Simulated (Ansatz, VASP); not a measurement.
# CsSrF3: VASP beside Ansatz

One calculation is typed for both programs; each brings its own data sets. How far apart do they land? The cell is taken from a series of runs on this material, whose earlier steps may have relaxed, scaled, displaced or heated it; both programs get it as it stands.

Main program and level: Ansatz 0.2.0; plane waves, with VASP 6.6.1 beside it; relaxation of cell and atoms at PBEsol.

## Step 1: The structure

The structure is orthorhombic, space group Imma (No. 74). Conventional cell: a = 6.699 Å, b = 9.474 Å, c = 6.699 Å, α = 90.00°, β = 90.00°, γ = 90.00°. Cs has 11 F at 2.90 to 3.58 Å nearest. Sr has 6 F at 2.39 to 2.41 Å nearest. Nearest to F lie 2 Sr at 2.39 Å and 4 Cs at 3.13 to 3.58 Å. F has 2 Sr at 2.41 Å and 3 Cs at 2.90 to 3.38 Å nearest. Farther neighbours and most contacts between anions are not listed.

Coordinates:

```cif
data_structure
_symmetry_space_group_name_H-M 'Imma'
_symmetry_Int_Tables_number 74
_cell_length_a 6.6994
_cell_length_b 9.4744
_cell_length_c 6.6994
_cell_angle_alpha 90.000
_cell_angle_beta 90.000
_cell_angle_gamma 90.000
_cell_volume 425.23
loop_
_atom_site_label
_atom_site_type_symbol
_atom_site_symmetry_multiplicity
_atom_site_Wyckoff_symbol
_atom_site_fract_x
_atom_site_fract_y
_atom_site_fract_z
_atom_site_occupancy
Cs1 Cs 4 e 0.50000 0.75000 0.50000 1
Sr1 Sr 4 b 0.00000 0.00000 0.50000 1
F1 F 8 g 0.25000 0.53359 0.25000 1
F2 F 4 e 0.00000 0.75000 0.56717 1
```

## Step 2: Ansatz: relaxation of cell and atoms, PBEsol

Ansatz runs on its PAW soft_1 files.

The relaxed volume is the usual yardstick between codes: in a stiff, nearly cubic crystal its relative difference is about their pressure difference at one cell divided by the bulk modulus.

input.yaml

```yaml
crystal:
  lattice:
    - [4.7371927409, 4.7371927409, 0.0]
    - [4.7371927409, 0.0, 4.7371927409]
    - [4.7371927409, 0.0, -4.7371927409]
  atoms:
    - { symbol: Cs, position: [0.0, 0.5, 0.5] }
    - { symbol: Cs, position: [0.0, 0.0, 0.0] }
    - { symbol: Sr, position: [0.5, 0.25, 0.75] }
    - { symbol: Sr, position: [0.5, 0.75, 0.25] }
    - { symbol: F, position: [0.5, -0.033585086, 0.533585086] }
    - { symbol: F, position: [0.5, 0.533585086, -0.033585086] }
    - { symbol: F, position: [0.0, -0.033585086, 0.533585086] }
    - { symbol: F, position: [0.0, 0.533585086, -0.033585086] }
    - { symbol: F, position: [0.5671701721, 0.4328298279, 0.4328298279] }
    - { symbol: F, position: [0.4328298279, 0.0671701721, 0.0671701721] }
kpoints:
  mp_grid: { grid: [6, 6, 6] }
hamiltonian:
  xc: pbesol
  pseudopotentials: { kind: paw, azcp: { folder: soft_1 }, xc_functional: pbe }
scf:
  occupations: { method: fixed }
output:
  forces: true
  stress: true
  eigenvalues: true
relax:
  adjacent_minimum: "off"
  f_tol: 0.002
  max_steps: 120
  cell: { stress_tol: 0.03 }
```

Launch:

```
ansatz run input.yaml --threads 4 --pin off --max-ram 10240MiB --backend cpu --events-out ev --progress --plain --runs-dir out
```

Numbers of over 12 decimals in the logs are rounded to 6 here.

What it wrote:

```text
Engine: ansatz 0.2.0, aarch64-unknown-linux-gnu
Pseudopotentials: kind: paw
Pseudopotential: Cs, paw, valence charge 9, recommended cutoff 420 eV (normal), soft_1/Cs.paw.azcp
Pseudopotential: Sr, paw, valence charge 10, recommended cutoff 420 eV (normal), soft_1/Sr.paw.azcp
Pseudopotential: F, paw, valence charge 7, recommended cutoff 420 eV (normal), soft_1/F.paw.azcp
Functional definition: PBEsol
  exchange = pbesol_x
  correlation = pbesol_c
Crystal: 10 atoms, lattice volume = 212.615 Å³
Basis set: ecut = 420 eV, 4111 PW (Γ), exchange–correlation on 90×90×90 points (8 copies of the dense FFT grid, shifted against one another)
Bands: 50, of which v1, the nominal top of the filled ones, is band 40 counted from 1 (39 counted from 0)
Symmetry: 8 space group operations
Space group: Imma (ITA 74), of the structure as read, at distance tolerance 6.0e-5 Å
k-points: 46 of 216
Non-local potential: Cs, projectors of the file, l = 0: 3, l = 1: 2, l = 2: 2, l = 3: 2
Non-local potential: Sr, projectors of the file, l = 0: 3, l = 1: 2, l = 2: 2
Non-local potential: F, projectors of the file, l = 0: 2, l = 1: 2, l = 2: 1
PAW form: soft (Blöchl's): semilocal exchange-correlation on the pseudo side does not see the compensation charge
PAW frozen core: Cs, regenerated for the run's functional, and the local potential with it (the file was generated under x = pbe(κ = 0.804, μ = 0.219515), c = pbe(β = 0.066725))
PAW frozen core: Sr, regenerated for the run's functional, and the local potential with it (the file was generated under x = pbe(κ = 0.804, μ = 0.219515), c = pbe(β = 0.066725))
PAW frozen core: F, regenerated for the run's functional, and the local potential with it (the file was generated under x = pbe(κ = 0.804, μ = 0.219515), c = pbe(β = 0.066725))
PAW one-centre angular grid: Cs, 194 points (default); XC on 64 Gauss nodes
PAW one-centre angular grid: Sr, 110 points (default); XC on 64 Gauss nodes
PAW one-centre angular grid: F, 110 points (default); XC on 64 Gauss nodes
Initial density: superposition of atomic densities (chi_scale 0.1, normalization cell, long waves kept (reshape's long-wave potential 0.00 eV rms))
Initial wavefunctions: pseudopotential atomic-orbital guess
Functional: x = pbesol(κ = 0.804, μ = 0.123457), c = pbesol(β = 0.046)
SCF iter   1: F=—  HF=-22988.795189 eV  |F-HF|=—  |Δ(HF+E_count)|=         —  Δρ=1.67e-1  dr2=5.04e1  ethr=3.10e-3  ⟨swp⟩=8.6  Hψ=12374  notcnv=0  defer=299
preconditioner: auto → Resta (q_TF=auto, 2.318 Å⁻¹)  ε∞=3.5  [insulator: Δε(μ)=3.242 eV  Ē_g=13.729 eV  n_scr=58 (ndim 8)  ℏωp=21.6 eV  f_vac=0.001  ε∞_Penn≈3.5]
SCF iter   2: F=—  HF=-22978.269322 eV  |F-HF|=—  |Δ(HF+E_count)|=    1.05e1  Δρ=7.66e-2  dr2=7.19e0  ethr=3.10e-3  ⟨swp⟩=5.2  Hψ=6856  notcnv=0  defer=279
SCF iter   3: F=—  HF=-22976.605433 eV  |F-HF|=—  |Δ(HF+E_count)|=    1.66e0  Δρ=1.89e-2  dr2=9.86e-1  ethr=3.10e-3  ⟨swp⟩=2.3  Hψ=4580  notcnv=0  defer=228
SCF iter   4: F=—  HF=-22976.422882 eV  |F-HF|=—  |Δ(HF+E_count)|=   1.83e-1  Δρ=6.38e-3  dr2=8.53e-2  ethr=1.23e-3  ⟨swp⟩=3.2  Hψ=4643  notcnv=0  defer=349
SCF iter   5: F=—  HF=-22976.423548 eV  |F-HF|=—  |Δ(HF+E_count)|=   6.66e-4  Δρ=1.38e-3  dr2=3.54e-3  ethr=1.07e-4  ⟨swp⟩=3.1  Hψ=3624  notcnv=0  defer=368
SCF iter   6: F=—  HF=-22976.424483 eV  |F-HF|=—  |Δ(HF+E_count)|=   9.35e-4  Δρ=3.79e-4  dr2=3.59e-4  ethr=4.43e-6  ⟨swp⟩=3.0  Hψ=3676  notcnv=0  defer=368
SCF iter   7: F=—  HF=-22976.424563 eV  |F-HF|=—  |Δ(HF+E_count)|=   7.98e-5  Δρ=3.28e-4  dr2=1.50e-4  ethr=4.48e-7  ⟨swp⟩=2.0  Hψ=3955  notcnv=0  defer=368
SCF iter   8: F=—  HF=-22976.424535 eV  |F-HF|=—  |Δ(HF+E_count)|=   2.78e-5  Δρ=7.42e-5  dr2=1.19e-5  ethr=1.87e-7  ⟨swp⟩=2.0  Hψ=3864  notcnv=0  defer=363
SCF iter   9: F=—  HF=-22976.424493 eV  |F-HF|=—  |Δ(HF+E_count)|=   4.27e-5  Δρ=2.78e-5  dr2=1.11e-6  ethr=1.49e-8  ⟨swp⟩=2.0  Hψ=3946  notcnv=0  defer=356
SCF iter  10: F=-22976.424493 eV  HF=-22976.424493 eV  |F-HF|=3.29e-9  |Δ(HF+E_count)|=   1.51e-7  Δρ=3.09e-6  dr2=1.92e-8  ethr=1.25e-10  ⟨swp⟩=17.5  Hψ=16424  notcnv=0
SCF 1 converged in 10 iterations: F = -22976.424493 eV  dr2 = 1.92e-8
  greatest PAW one-centre occupation: 0.987 electrons in one spin orbital (limit 2), on the Sr atom at site 3 (counted from 0), in its partial waves of l = 0
relax step   1: F+E_penalty+E_count = -22976.42449260 eV  Δ(F+E_penalty+E_count) = +0.000e0 eV  max|allowed force component| = 6.873e-2 eV/Å  Δτ_max = 0.0000 Å  P = -0.505 GPa  Ω = 212.615 Å³  (10 SCF iters, dr2 threshold 1.00e-7 eV, accepted)
[...]
relax step   6: F+E_penalty+E_count = -22976.43825147 eV  Δ(F+E_penalty+E_count) = -3.112e-4 eV  max|allowed force component| = 9.603e-4 eV/Å  Δτ_max = 0.0046 Å  P = -0.002 GPa  Ω = 210.003 Å³  energy of the carried Pulay correction = +2.636e-4 eV  (6 SCF iters, dr2 threshold 8.13e-9 eV, accepted)
[...]
relax step   7: F+E_penalty+E_count = -22976.43803501 eV  Δ(F+E_penalty+E_count) = +2.165e-4 eV  max|allowed force component| = 9.678e-4 eV/Å  Δτ_max = 0.0000 Å  P = -0.004 GPa  Ω = 210.003 Å³  stress off target by 1.37e-2 GPa  SCF on the basis re-selected at this cell (its energy is not comparable with the rows above)  (5 SCF iters)
basis re-selected at this cell: Δ(F+E_penalty+E_count) = +2.165e-4 eV, ΔP = -0.001 GPa vs the last step (what re-selecting the basis moved, of the pressure what is left beyond the Pulay correction that the steps carried, after the strain that the cell walked since its last selection, with what the two solves' SCF thresholds leave and, on support functions, any second-order correction that the steps lacked; it is no m [...]
SCF converged after 5 iterations
Free energy (F): -22976.438035 eV
Harris-Foulkes:  -22976.438035 eV  (|F-HF|=0.00e0)
Internal energy: -22976.438035 eV  (E = F + TS)
E sigma→0 (E₀):  -22976.438035 eV
Fermi energy:    2.258806 eV
--- Per-component energies (eV) ---
  E_band       = -448.979394
  E_kinetic    = 1944.965128
  E_local      = -5787.878108  (includes V_loc(G=0)·N_el)
  E_nonlocal   = 1041.793839
  E_hartree    = 2035.238685
  E_xc         = -1165.134153
  E_vxc        = -1181.182905  (∫ρ·V_xc dr)
  E_paw        = -16421.981182  (= ΣΔE_a)
  E_vpaw       = -537.158816  (= ΣTr[D̂ρ^β])
  E_aug_tail   = 0.004127  (compensation charges beyond the density's cutoff)
  E_ewald      = -4624.258050
  E_core_change = 0.811680  (= ΣΔE_core)
  E_smearing   = -0.000000  (= −TS)
  E_closure    = -0.000000  (closes the sum)
  Σ components = -22976.438035   (vs F -22976.438035, Δ=0.00e0)
--- Forces (eV/Å), atoms counted from 1 ---
  atom   1  Cs    -0.00056363     0.00056363     0.00000000
  atom   2  Cs     0.00056363    -0.00056363    -0.00000000
  atom   3  Sr     0.00000000     0.00000000    -0.00000000
  atom   4  Sr    -0.00000000     0.00000000    -0.00000000
  atom   5  F     -0.00000000     0.00000000     0.00096779
  atom   6  F      0.00000000     0.00000000    -0.00096779
  atom   7  F     -0.00000000     0.00000000     0.00096779
  atom   8  F      0.00000000     0.00000000    -0.00096779
  atom   9  F      0.00042288    -0.00042288    -0.00000000
  atom  10  F     -0.00042288     0.00042288     0.00000000
  max |Σ_I F_I| component: 1.08e-19 eV/Å
--- Stress (GPa, compression-positive) ---
        0.001054      -0.010041      -0.000000
       -0.010041       0.001054       0.000000
       -0.000000       0.000000      -0.013695
  P = ⅓ Tr σ = -0.0039 GPa (-0.039 kbar)
--- Band table (eV; the first three rows and the last of 46) ---
  k-point 0: bands = [... 36 lower, 2.1559, 2.2044, 2.2171, 2.2204, 8.6741, 10.1267, 10.3648, 10.8580, ... 6 higher]
  k-point 1: bands = [... 36 lower, 2.1433, 2.1471, 2.1913, 2.2203, 8.9611, 10.2984, 10.5383, 10.9069, ... 6 higher]
  k-point 2: bands = [... 36 lower, 2.0871, 2.1102, 2.1752, 2.2244, 9.6701, 10.7241, 10.9436, 10.9753, ... 6 higher]
  k-point 45: bands = [... 36 lower, 2.1228, 2.1743, 2.2018, 2.2337, 10.6010, 10.7489, 10.9890, 11.2158, ... 6 higher]
--- Relaxed structure (5 steps of the walk, 5 accepted, 2 SCFs on fresh bases) ---
  F+E_penalty+E_count = -22976.43803501 eV   max|allowed force component| = 9.678e-4 eV/Å   (the final SCF, on the basis selected at the relaxed cell)
  cell:  # Å, volume = 210.0035 Å³
    - [4.706209, 4.706209, 0.0]
    - [4.726633, -0.020424, 4.700033]
    - [4.726633, -0.020424, -4.700033]
  atoms:
    - { symbol: Cs, position: [-0.00652164, 0.506522, 0.506522] }
    - { symbol: Cs, position: [0.00652164, -0.00652164, -0.00652164] }
    - { symbol: Sr, position: [0.5, 0.250000, 0.750000] }
    - { symbol: Sr, position: [0.5, 0.750000, 0.250000] }
    - { symbol: F, position: [0.500000, -0.035255, 0.535255] }
    - { symbol: F, position: [0.500000, 0.535255, -0.035255] }
    - { symbol: F, position: [4.336808689942018e-19, -0.035255, 0.535255] }
    - { symbol: F, position: [4.336808689942018e-19, 0.535255, -0.035255] }
    - { symbol: F, position: [0.563696, 0.436304, 0.436304] }
    - { symbol: F, position: [0.436304, 0.063696, 0.063696] }
```

The column dr2 measures how far the density is from self-consistency, as an energy; F and HF (Harris–Foulkes) agree once it is small.

[end of part 1 of 2]

[Lines on the potential files, build, host, timing and source positions are cut from VASP's logs without a mark.]

[Logs are printed without paths, hosts, clocks, repeated set-up lines and the standing remarks that a program may print on its own settings, such as how far it seeks lower states.]

[Hosts, paths, dates, database ids (printed as entryN), source tags and the programs' standing remarks are cut or masked in the printed files.]
